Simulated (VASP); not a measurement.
VASP ran on this input.

### INCAR
```
# general
SYSTEM =Co
PREC   =Accurate
ENCUT  =520   # plane-wave cut-off (eV)
LREAL  =.False.   # projection in real space or not
LASPH  =.True.

# electronic loop
EDIFF  =1E-6
NELM   =100   # most electronic steps
ALGO   =Normal
LMAXMIX=4   # l cut-off of mixed one-centre charges

# smearing
ISMEAR =1   # Methfessel-Paxton
SIGMA  =0.1   # width (eV)

# functional
GGA    =91   # PW91

# spin
ISPIN  =2
MAGMOM =1.8 1.8

# ions
IBRION =2
NSW    =60   # most ionic steps
ISIF   =3   # ions, shape and volume
EDIFFG =-0.01

# output
LWAVE  =.False.
LCHARG =.False.
LORBIT =10
```

### POSCAR
```
Co
1
    1.2550000000    -2.1737240000     0.0000000000
    1.2550000000     2.1737240000     0.0000000000
    0.0000000000     0.0000000000     4.0700000000
Co
2
Direct
  0.3333330000   0.6666670000   0.2500000000
  0.6666670000   0.3333330000   0.7500000000
```

KPOINTS:
```
Automatic mesh
0
Gamma
15 15 8
0 0 0
```

POTCAR, in this order: Co (PBE.64 set). Program: vasp_std.

Problem. Translate this PW91 calculation to Quantum ESPRESSO's pw.x.

Solution. One equivalent input (not run):
```
&CONTROL
  calculation = 'vc-relax'
  pseudo_dir = './pseudo'
  outdir = './out'
  tprnfor = .true.
  tstress = .true.
  nstep = 60
  forc_conv_thr = 0.00039
/
&SYSTEM
  ibrav = 0
  nat = 2
  ntyp = 1
  ecutwfc = 96
  occupations = 'smearing'
  smearing = 'methfessel-paxton'
  degauss = 0.00735
  input_dft = 'pw91'
  nspin = 2
  starting_magnetization(1) = 0.18
/
&ELECTRONS
  conv_thr = 7.3e-08
  electron_maxstep = 100
/
&IONS
/
&CELL
/
ATOMIC_SPECIES
  Co 58.933 Co.upf
CELL_PARAMETERS angstrom
     1.2550000   -2.1737240    0.0000000
     1.2550000    2.1737240    0.0000000
     0.0000000    0.0000000    4.0700000
ATOMIC_POSITIONS crystal
  Co   0.3333330  0.6666670  0.2500000
  Co   0.6666670  0.3333330  0.7500000
K_POINTS automatic
  15 15 8 0 0 0
```
The two are equivalent in intent, not identical: the potentials are each code's own (VASP's PAW set, PseudoDojo norm-conserving files in pw.x), so ENCUT and ecutwfc are chosen apart and not converted; conv_thr bounds pw.x's estimated SCF error, while EDIFF bounds the energy change between steps; starting_magnetization is a fraction of the valence charge and MAGMOM a moment in μB, so they match only roughly; forc_conv_thr acts on force components and is met together with etot_conv_thr.

The compound is Co in the hcp structure. This run relaxes it. Symmetry was kept, so distortions that lower it aren't found.
